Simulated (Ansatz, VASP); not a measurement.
# Two plane-wave programs on LiMg12 (a cell with a defect)

```
Mg Li
1.0
     6.42000    0.00000    0.00000
    -4.81500    8.33982    0.00000
     0.00000    0.00000    5.21304
Mg Li
12 1
Direct
  0.97139 0.98319 0.95030
  0.16871 0.24524 0.54854
  0.99027 0.31785 0.04771
  0.17468 0.56055 0.50771
  0.00421 0.66546 0.01325
  0.13794 0.85448 0.51635
  0.49855 0.97971 0.95042
  0.69887 0.24307 0.54891
  0.52217 0.36232 0.98954
  0.66044 0.55465 0.48971
  0.49472 0.66303 0.99091
  0.67826 0.90659 0.45155
  0.33131 0.10834 0.25704
```

Alike in both runs: functional PBEsol; k mesh 3 × 2 × 3; occupations fermi-dirac, width 0.1 eV; no spin polarisation.

Ansatz relaxed the structure, and its values are those at the end. VASP's run is a single point on that final structure, the one shown.

|  | VASP | Ansatz |
| --- | --- | --- |
| version | VASP 6.6.1 | Ansatz 0.2.0 |
| potentials or method | VASP PAW PBE potentials, release 64 (Mg, Li_sv) | scalar-relativistic, plane waves, PAW |
| plane-wave cutoff (eV) | 520 | 420 |
| valence electrons in the cell | 27 | 123 |

Ansatz gave:

| Property | Result |
| --- | --- |
| rms of the force components (eV/Å) | 0.021 |

Problem. Which values does VASP return?

Solution. rms of the force components (eV/Å): 0.022.

With one functional, cell and mesh, what is left measures potentials, basis and numerics. The two sets of potentials don't hold the same shells in valence.

Caveats: the k mesh is coarse (spacing up to 0.40 Å⁻¹), so the values aren't converged; the PAW data sets were made with another functional, which shifts forces and pressure a little (VASP).
